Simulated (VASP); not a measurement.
Here is the system:

```
BeSe
1.0
    0.00000     2.57000     2.57000
    2.57000     0.00000     2.57000
    2.57000     2.57000     0.00000
Be Se
1 1
Direct
  0.00000   0.00000   0.00000
  0.25000   0.25000   0.25000
```

Level of theory: Bethe-Salpeter equation (Tamm-Dancoff) on G0W0 levels and PBE orbitals, VASP's PBE PAW potentials (set 64) (plane waves; VASP). Settings: PREC = Normal, 500 eV cut-off, 6×6×6 Γ-centred mesh, Gaussian smearing of 0.010 eV, potentials Be_sv_GW Se_GW.

The mesh is coarse, so the spectrum and binding energies are not converged.

The BSE takes 3 valence and 4 conduction bands in the Tamm-Dancoff approximation; the smallest direct G0W0 gap on the mesh is 6.00 eV.

Problem. Where does the first bright exciton lie on this mesh?

Solution. At 5.59 eV. Its distance from the direct gap isn't converged on a mesh this coarse and overstates the binding.

```
ħω (eV) | ε₂
     0.00 |  0.00
     0.30 |  0.01
     0.50 |  0.01
     0.80 |  0.02
     1.00 |  0.02
     1.30 |  0.03
     1.50 |  0.04
     1.80 |  0.05
     2.10 |  0.06
     2.30 |  0.07
     2.60 |  0.08
     2.80 |  0.10
     3.10 |  0.12
     3.30 |  0.14
     3.60 |  0.17
     3.80 |  0.20
     4.10 |  0.27
     4.40 |  0.37
     4.60 | # 0.48
     4.90 | # 0.77
     5.10 | # 1.18
     5.40 | #### 3.53
     5.60 | ############### 12.2
     5.90 | ############################ 23.2
     6.20 | ######################### 21.2
     6.40 | ############################# 24.5
     6.70 | ################# 14.0
     6.90 | ############################## 25.2
     7.20 | ############## 12.1
     7.40 | ######### 7.59
     7.70 | #### 3.17
     7.90 | ##### 4.47
     8.20 | ######### 7.64
     8.50 | ### 2.38
     8.70 | ## 2.09
     9.00 | ###### 5.23
     9.20 | ######### 7.88
     9.50 | ####### 5.69
     9.70 | ###### 4.70
    10.00 | ####### 6.24
```

The compound is BeSe in the zinc blende structure. The cell was not relaxed at this level.
